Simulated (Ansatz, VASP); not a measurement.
# AlAsPt5 (AlAsPt5 (P4/mmm)): VASP beside Ansatz, part 2 of 2

Aim: how closely do two programs agree when they are given the same cell, functional and k mesh? The cell is taken from a series of runs on this material, whose earlier steps may have relaxed, scaled, displaced or heated it; both programs get it as it stands.

VASP 6.6.1 and Ansatz 0.2.0.

So far: Set-up; VASP: relaxation of cell and atoms, r2SCAN.

## Step 3: Ansatz: relaxation of cell and atoms, r2SCAN

Level of this step: Ansatz beside VASP: Kohn-Sham DFT, plane waves, r2SCAN (Ansatz).

Ansatz runs on its PAW soft_1 files.

The same cell, functional, mesh and smearing now go to Ansatz.

input.yaml

```yaml
crystal:
  lattice:
    - [3.9505496, 0.0, 0.0]
    - [0.0, 3.9505496, 0.0]
    - [0.0, 0.0, 7.0229844]
  atoms:
    - { symbol: Al, position: [0.5, 0.5, 0.0] }
    - { symbol: As, position: [0.0, 0.0, 0.5] }
    - { symbol: Pt, position: [0.0, 0.5, 0.27251211] }
    - { symbol: Pt, position: [0.0, 0.5, 0.72748789] }
    - { symbol: Pt, position: [0.5, 0.0, 0.27251211] }
    - { symbol: Pt, position: [0.5, 0.0, 0.72748789] }
    - { symbol: Pt, position: [0.0, 0.0, 0.0] }
basis:
  ecutwfc: 500
  xc_grid: 2
hamiltonian:
  xc: r2scan
  pseudopotentials: { kind: paw, azcp: { folder: soft_1 } }
kpoints:
  mp_grid: { grid: [10, 10, 6] }
scf:
  occupations: { method: fermi_dirac, width: 0.05 }
  max_iter: 150
output:
  forces: true
  stress: true
relax:
  f_tol: 0.01
  max_steps: 60
  cell: {}
checkpoint:
  write: "../r2scan.run"
  compress: false
  write_wavefunctions: false
  write_every: 100000
```

Started as:

```
> ansatz run input.yaml --threads 4 --pin off --max-ram 6594MiB --backend cpu --events-out ev --progress --plain --runs-dir out
```

Numbers of over 12 decimals in the logs are rounded to 6 here.

What it wrote:

```text
Engine: ansatz 0.2.0, aarch64-unknown-linux-gnu
Pseudopotentials: kind: paw
Pseudopotential: Al, paw, valence charge 3, recommended cutoff 500 eV (meta_gga), soft_1/Al.paw.azcp
Pseudopotential: As, paw, valence charge 15, recommended cutoff 500 eV (meta_gga), soft_1/As.paw.azcp
Pseudopotential: Pt, paw, valence charge 18, recommended cutoff 500 eV (meta_gga), soft_1/Pt.paw.azcp
Functional definition: r2SCAN
  parameter k0 = 0.174
  parameter k1 = 0.065
  parameter a1 = 4.9479
  exchange = r2scan_x(k0 = k0, k1 = k1, a1 = a1)
  correlation = r2scan_c
Crystal: 7 atoms, lattice volume = 109.607 Å³
Basis set: ecut = 500 eV, 2793 PW (Γ), exchange–correlation on 60×60×108 points (8 copies of the dense FFT grid, shifted against one another)
Bands: 65, of which v1, the nominal top of the filled ones, is band 54 counted from 1 (53 counted from 0)
Symmetry: 16 space group operations
Space group: P4/mmm (ITA 123), of the structure as read, at distance tolerance 4.8e-5 Å
k-points: 84 of 600
Non-local potential: Al, projectors of the file, l = 0: 2, l = 1: 2, l = 2: 1
Non-local potential: As, projectors of the file, l = 0: 2, l = 1: 2, l = 2: 3, l = 3: 1
Non-local potential: Pt, projectors of the file, l = 0: 3, l = 1: 2, l = 2: 2, l = 3: 1
PAW form: soft (Blöchl's): semilocal exchange-correlation on the pseudo side does not see the compensation charge
PAW frozen core: Al, regenerated for the run's functional (the file was generated under x = pbe(κ = 0.804, μ = 0.219515), c = pbe(β = 0.066725))
PAW frozen core: As, regenerated for the run's functional (the file was generated under x = pbe(κ = 0.804, μ = 0.219515), c = pbe(β = 0.066725))
PAW frozen core: Pt, regenerated for the run's functional (the file was generated under x = pbe(κ = 0.804, μ = 0.219515), c = pbe(β = 0.066725))
PAW one-centre angular grid: Al, 302 points (default); XC on 160 Gauss nodes
PAW one-centre angular grid: As, 590 points (default); XC on 160 Gauss nodes
PAW one-centre angular grid: Pt, 590 points (default); XC on 160 Gauss nodes
Initial density: superposition of atomic densities (chi_scale 0.1, normalization cell, long waves kept (reshape's long-wave potential 0.03 eV rms))
Initial wavefunctions: pseudopotential atomic-orbital guess
Functional: x = r2scan, c = r2scan; τ floored in thin density (d = 2e-4 eV/Å³)
SCF iter   1: F=—  HF=-68101.193892 eV  |F-HF|=—  |Δ(HF+E_count)|=         —  Δρ=6.89e-2  dr2=6.59e0  dr2_τ=2.96e-1  ethr=3.10e-3  ⟨swp⟩=6.0  Hψ=19143  notcnv=0  defer=5
preconditioner: auto → Kerker (q_TF=auto, 2.722 Å⁻¹)  [metal: Δε(μ)=0.018 eV  Ē_g=8.797 eV  σ=0.050 eV  W_gap=0.09  n_scr=38 (ndim 8)  ℏωp=27.0 eV  f_vac=0.007  D(μ)=1.37/eV (n_scr^D=2)]
SCF iter   2: F=—  HF=-68100.081357 eV  |F-HF|=—  |Δ(HF+E_count)|=    1.11e0  Δρ=2.96e-2  dr2=1.26e0  dr2_τ=1.36e-1  ethr=3.10e-3  ⟨swp⟩=2.1  Hψ=8897  notcnv=0  defer=265
SCF iter   3: F=—  HF=-68100.157443 eV  |F-HF|=—  |Δ(HF+E_count)|=   7.61e-2  Δρ=1.05e-2  dr2=2.61e-1  dr2_τ=6.31e-3  ethr=1.17e-3  ⟨swp⟩=2.6  Hψ=8154  notcnv=0  defer=265
SCF iter   4: F=—  HF=-68100.157858 eV  |F-HF|=—  |Δ(HF+E_count)|=   4.15e-4  Δρ=3.06e-3  dr2=2.60e-2  dr2_τ=2.25e-3  ethr=2.42e-4  ⟨swp⟩=2.1  Hψ=8959  notcnv=0  defer=265
SCF iter   5: F=—  HF=-68100.152426 eV  |F-HF|=—  |Δ(HF+E_count)|=   5.43e-3  Δρ=1.56e-3  dr2=4.72e-3  dr2_τ=8.82e-5  ethr=2.41e-5  ⟨swp⟩=2.0  Hψ=9096  notcnv=0  defer=263
SCF iter   6: F=—  HF=-68100.152974 eV  |F-HF|=—  |Δ(HF+E_count)|=   5.48e-4  Δρ=6.10e-4  dr2=1.25e-3  dr2_τ=4.60e-5  ethr=4.37e-6  ⟨swp⟩=2.0  Hψ=8223  notcnv=0  defer=263
SCF iter   7: F=—  HF=-68100.152940 eV  |F-HF|=—  |Δ(HF+E_count)|=   3.34e-5  Δρ=2.80e-4  dr2=1.48e-4  dr2_τ=1.60e-5  ethr=1.16e-6  ⟨swp⟩=2.0  Hψ=8021  notcnv=0  defer=263
SCF iter   8: F=—  HF=-68100.152928 eV  |F-HF|=—  |Δ(HF+E_count)|=   1.24e-5  Δρ=1.68e-4  dr2=4.23e-5  dr2_τ=5.35e-6  ethr=1.37e-7  ⟨swp⟩=2.0  Hψ=8118  notcnv=0  defer=263
SCF iter   9: F=—  HF=-68100.152918 eV  |F-HF|=—  |Δ(HF+E_count)|=   1.00e-5  Δρ=4.23e-5  dr2=2.17e-6  dr2_τ=1.62e-7  ethr=3.92e-8  ⟨swp⟩=2.0  Hψ=7825  notcnv=0  defer=263
SCF iter  10: F=—  HF=-68100.152918 eV  |F-HF|=—  |Δ(HF+E_count)|=   3.58e-7  Δρ=1.45e-5  dr2=2.96e-7  dr2_τ=2.01e-8  ethr=2.01e-9  ⟨swp⟩=2.0  Hψ=7581  notcnv=0  defer=263
SCF iter  11: F=-68100.152918 eV  HF=-68100.152918 eV  |F-HF|=8.73e-10  |Δ(HF+E_count)|=   3.02e-8  Δρ=3.13e-6  dr2=1.72e-8  dr2_τ=2.52e-10  ethr=9.26e-11  ⟨swp⟩=4.1  Hψ=18282  notcnv=0
SCF 1 converged in 11 iterations: F = -68100.152918 eV  dr2 = 1.72e-8
  greatest PAW one-centre occupation: 1.000 electrons in one spin orbital (limit 2), on the Pt atom at site 6 (counted from 0), in its partial waves of l = 0
[...]
SCF iter   5: F=—  HF=-68100.153113 eV  |F-HF|=—  |Δ(HF+E_count)|=   2.66e-6  Δρ=3.33e-5  dr2=1.25e-6  dr2_τ=1.32e-7  ethr=1.94e-8  ⟨swp⟩=2.0  Hψ=6843  notcnv=0
SCF iter   6: F=-68100.153112 eV  HF=-68100.153112 eV  |F-HF|=1.60e-7  |Δ(HF+E_count)|=   2.51e-7  Δρ=1.54e-5  dr2=2.57e-7  dr2_τ=1.99e-8  ethr=6.48e-10  ⟨swp⟩=4.0  Hψ=17278  notcnv=0
SCF 2 converged in 6 iterations: F = -68100.153112 eV  dr2 = 2.57e-7
relax step   2: F+E_penalty+E_count = -68100.15311217 eV  Δ(F+E_penalty+E_count) = -1.937e-4 eV  max|allowed force component| = 2.621e-2 eV/Å  Δτ_max = 0.0013 Å  P = +0.588 GPa  Ω = 109.081 Å³  energy of the carried Pulay correction = +1.944e-4 eV  (6 SCF iters, dr2 threshold 7.00e-7 eV, rejected (line search))
[...]
relax step   3: F+E_penalty+E_count = -68100.15354350 eV  Δ(F+E_penalty+E_count) = -6.250e-4 eV  max|allowed force component| = 3.340e-3 eV/Å  Δτ_max = 0.0000 Å  P = -0.056 GPa  Ω = 109.384 Å³  energy of the carried Pulay correction = +8.243e-5 eV  (9 SCF iters, accepted)
[...]
relax step   4: F+E_penalty+E_count = -68100.15360371 eV  Δ(F+E_penalty+E_count) = -6.022e-5 eV  max|allowed force component| = 2.796e-3 eV/Å  Δτ_max = 0.0004 Å  P = +0.011 GPa  Ω = 109.346 Å³  energy of the carried Pulay correction = +9.653e-5 eV  (6 SCF iters, dr2 threshold 5.19e-8 eV, accepted)
[...]
relax step   5: F+E_penalty+E_count = -68100.15350981 eV  Δ(F+E_penalty+E_count) = +9.391e-5 eV  max|allowed force component| = 2.786e-3 eV/Å  Δτ_max = 0.0000 Å  P = +0.010 GPa  Ω = 109.346 Å³  stress off target by 1.71e-2 GPa  SCF on the basis re-selected at this cell (its energy is not comparable with the rows above)  (5 SCF iters)
basis re-selected at this cell: Δ(F+E_penalty+E_count) = +9.391e-5 eV, ΔP = -0.001 GPa vs the last step (what re-selecting the basis moved, of the pressure what is left beyond the Pulay correction that the steps carried, after the strain that the cell walked since its last selection, with what the two solves' SCF thresholds leave and, on support functions, any second-order correction that the steps lacked; it is no m [...]
SCF converged after 5 iterations
Free energy (F): -68100.153510 eV
Harris-Foulkes:  -68100.153510 eV  (|F-HF|=0.00e0)
Internal energy: -68100.145475 eV  (E = F + TS)
E sigma→0 (E₀):  -68100.149493 eV
Entropy (-TS):   -0.008034 eV (-1.148 meV/atom)
Fermi energy:    19.421367 eV
--- Per-component energies (eV) ---
  E_band       = -1181.023648
  E_kinetic    = 3119.302675
  E_local      = -10813.929557  (includes V_loc(G=0)·N_el)
  E_nonlocal   = 644.303900
  E_hartree    = 4584.647752
  E_xc         = -1207.298381
  E_vxc        = -1618.788903  (∫ρ·V_xc dr)
  E_paw        = -50051.914010  (= ΣΔE_a)
  E_vpaw       = -1787.586862  (= ΣTr[D̂ρ^β])
  E_aug_tail   = 0.003733  (compensation charges beyond the density's cutoff)
  E_vtau       = 106.376047  (kinetic-family band-sum trace: ∫τ·v_τ [+ j·A + Jᵃ·Aᵃ] dr)
  E_ewald      = -14372.586000
  E_core_change = -2.675587  (= ΣΔE_core)
  E_smearing   = -0.008034  (= −TS)
  E_closure    = 0.000000  (closes the sum)
  Σ components = -68100.153510   (vs F -68100.153510, Δ=0.00e0)
--- Forces (eV/Å), atoms counted from 1 ---
  atom   1  Al     0.00000000     0.00000000     0.00000000
  atom   2  As    -0.00000000    -0.00000000     0.00000000
  atom   3  Pt     0.00000000     0.00000000     0.00278615
  atom   4  Pt     0.00000000     0.00000000    -0.00278615
  atom   5  Pt     0.00000000     0.00000000     0.00278615
  atom   6  Pt     0.00000000     0.00000000    -0.00278615
  atom   7  Pt     0.00000000    -0.00000000     0.00000000
  max |Σ_I F_I| component: 9.47e-30 eV/Å
--- Stress (GPa, compression-positive) ---
        0.017078       0.000000       0.000000
        0.000000       0.017078       0.000000
        0.000000       0.000000      -0.003361
  P = ⅓ Tr σ = 0.0103 GPa (0.103 kbar)
--- Relaxed structure (4 steps of the walk, 3 accepted, 1 SCFs on fresh bases) ---
  F+E_penalty+E_count = -68100.15350981 eV   max|allowed force component| = 2.786e-3 eV/Å   (the final SCF, on the basis selected at the relaxed cell)
  cell:  # Å, volume = 109.3463 Å³
    - [3.950766, 0, 0.0]
    - [0, 3.950766, 0.0]
    - [0.0, 0.0, 7.005534]
  atoms:
    - { symbol: Al, position: [0.5, 0.5, 0] }
    - { symbol: As, position: [0, 0, 0.5] }
    - { symbol: Pt, position: [0, 0.5, 0.272566] }
    - { symbol: Pt, position: [0, 0.5, 0.727434] }
    - { symbol: Pt, position: [0.5, 0, 0.272566] }
    - { symbol: Pt, position: [0.5, 0, 0.727434] }
    - { symbol: Pt, position: [0, 0, 0] }
```

The column dr2 measures how far the density is from self-consistency, as an energy; F and HF (Harris–Foulkes) agree once it is small.

## Step 4: Differences

Known differences besides the potentials themselves: VASP keeps PBE cores, Ansatz makes them for the functional; the data sets hold 108 valence electrons in Ansatz (on its PAW soft_1 files) and 58 in VASP; the cutoff is 500 eV in Ansatz and 550 eV in VASP; Ansatz adds a Pulay correction to the stress that steers its cell, VASP none. Total energies have different zeros and are not compared.

Both answers:

```tsv
quantity	Ansatz	VASP	difference
volume (Å³)	109.35	109.60	-0.23 %
edge a after relaxation, in the typed setting (Å)	3.951	3.954	-0.08 %
edge c after relaxation, in the typed setting (Å)	7.005	7.010	-0.06 %
```

## Step 5: Results

| Item | Value |
| --- | --- |
| difference in volume (relaxation of cell and atoms, r2SCAN) | -0.23 % |

The difference in volume is -0.23 % (relaxation of cell and atoms, r2SCAN), within the 1.2 % picked in this series as the mark of a large difference, as far as the stopping tolerances let one tell. The data sets hold unlike numbers of valence electrons (108 in Ansatz and 58 in VASP), so part of the differences comes from the potentials. How closely two codes agree says nothing of how well the functional describes the real material.

[Lines on the potential files, build, host, timing and source positions are cut from VASP's logs without a mark.]

[Logs are printed without paths, hosts, clocks, repeated set-up lines and the standing remarks that a program may print on its own settings, such as how far it seeks lower states.]

[Hosts, paths, dates, database ids (printed as entryN), source tags and the programs' standing remarks are cut or masked in the printed files.]
